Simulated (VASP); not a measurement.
All values below come from LDA (Ceperley-Alder, Perdew-Zunger), VASP's LDA PAW potentials (set 64) (plane waves; VASP).

Input for VASP

File POSCAR:
```
WS2
1.0
  1.5307833369  -2.6513944748   0.0000000000
  1.5307833369   2.6513944748   0.0000000000
  0.0000000000   0.0000000000  11.3020012447
W S
2 4
Cart
  1.5307833369   0.8837999259   2.8255003112
  1.5307833369  -0.8837999259   8.4765009335
  1.5307833369   0.8837999259  10.0493811508
  1.5307833369  -0.8837999259   4.3983805285
  1.5307833369  -0.8837999259   1.2526200939
  1.5307833369   0.8837999259   6.9036207162
```

KPOINTS:
```
kpoints
0
gamma
8 8 2
```

**INCAR**
```
! general
SYSTEM  = WS2
PREC    = Accurate
ENCUT   = 500   ! plane-wave cut-off (eV)
LREAL   = .FALSE.   ! projection in real space or not
LASPH   = .TRUE.   ! aspherical one-centre terms

! electronic loop
EDIFF   = 1E-6
NELM    = 100   ! most electronic steps
ALGO    = Normal
LMAXMIX = 6   ! l cut-off of mixed one-centre charges

! smearing
ISMEAR  = 0   ! Gaussian
SIGMA   = 0.05   ! width (eV)

! ions
IBRION  = 2
NSW     = 40   ! most ionic steps
ISIF    = 3
EDIFFG  = -0.02   ! ionic stop
PSTRESS = 200

! output
LWAVE   = .FALSE.
LCHARG  = .FALSE.
```

POTCAR, in this order: W_sv S (LDA.64 set). Program: vasp_std.

Energy and stress use the plane-wave basis of the starting cell.

Estimate the energy per atom (σ→0), volume per atom.

| Property | Value |
|---|---|
| energy per atom (σ→0) | -8.620 eV/atom |
| volume per atom | 14.36 Å^3/atom |

**OSZICAR**
```
...
DAV:   1    -0.517187219340E+02    0.39690E-02   -0.72899E-02  1254   0.179E+00    0.263E-01
DAV:   2    -0.517176470702E+02    0.10749E-02   -0.97286E-03  1507   0.606E-01    0.199E-01
DAV:   3    -0.517174643509E+02    0.18272E-03   -0.50476E-04  1469   0.137E-01    0.826E-02
DAV:   4    -0.517173608650E+02    0.10349E-03   -0.40541E-04  1483   0.101E-01    0.309E-02
DAV:   5    -0.517173551228E+02    0.57422E-05   -0.25869E-05  1485   0.325E-02    0.183E-02
DAV:   6    -0.517173544695E+02    0.65332E-06   -0.14158E-05  1419   0.203E-02    0.932E-03
DAV:   7    -0.517173540582E+02    0.41128E-06   -0.15353E-06   803   0.794E-03
   8 F= -.40965384E+02 E0= -.40965383E+02  d E =-.151392E-01
```

The compound is WS2 in the 2H layered structure. This run relaxes it under an external pressure of 20 GPa. Symmetry was kept, so distortions that lower it aren't found.
